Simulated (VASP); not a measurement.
Here is a VASP 6.6.1 calculation.

Contents of INCAR:

```
ALGO = Fast
EDIFF = 1E-4
EDIFFG = -0.08
ENCUT = 520
GGA = PE
IBRION = 2
ISIF = 3
ISMEAR = 0
LASPH = True
LCHARG = False
LREAL = False
LWAVE = False
NELM = 60
NSW = 24
PREC = Normal
SIGMA = 0.15
```

Contents of KPOINTS:

```
k-points
0
Gamma
  4 4 4
```

POSCAR

```
ZrTaO4
1.0
    0.0000000000      3.1822657700      3.1822657700
    3.1822657700      0.0000000000      3.1822657700
    3.1822657700      3.1822657700      0.0000000000
Zr Ta O
1 1 4
Direct
    0.7500000000      0.7500000000      0.7500000000
    0.0000000000      0.0000000000      0.0000000000
    0.3742758600      0.3742758600      0.8771724100
    0.8771724100      0.3742758600      0.3742758600
    0.3742758600      0.8771724100      0.3742758600
    0.3742758600      0.3742758600      0.3742758600
```

Potentials or basis: VASP PAW PBE potentials, release 64 (Zr_sv, Ta_pv, O).

Launch:

```bash
$ cat potpaw_PBE.64/Zr_sv/POTCAR potpaw_PBE.64/Ta_pv/POTCAR potpaw_PBE.64/O/POTCAR > POTCAR
$ mpirun -np 1 vasp_std > vasp.out
```

Q: Estimate the band gap on the k mesh.

A: None (metal or under the smearing width).

Final structure:
```yaml
crystal:
  lattice:
    - [0.00000, 3.18227, 3.18227]
    - [3.18227, 0.00000, 3.18227]
    - [3.18227, 3.18227, 0.00000]
  atoms:
    - { symbol: Zr, position: [0.75000, 0.75000, 0.75000] }
    - { symbol: Ta, position: [0.00000, 0.00000, 0.00000] }
    - { symbol: O, position: [0.37428, 0.37428, 0.87717] }
    - { symbol: O, position: [0.87717, 0.37428, 0.37428] }
    - { symbol: O, position: [0.37428, 0.87717, 0.37428] }
    - { symbol: O, position: [0.37428, 0.37428, 0.37428] }
```

Caveat: the k mesh is coarse (spacing up to 0.43 Å⁻¹), so the values aren't converged; the relaxation stopped at its first step, so nothing moved; an odd number of electrons without spin polarisation forces a metal; a magnetic or distorted state may lie lower. The run has no spin-orbit coupling, so splittings on Ta are missing.
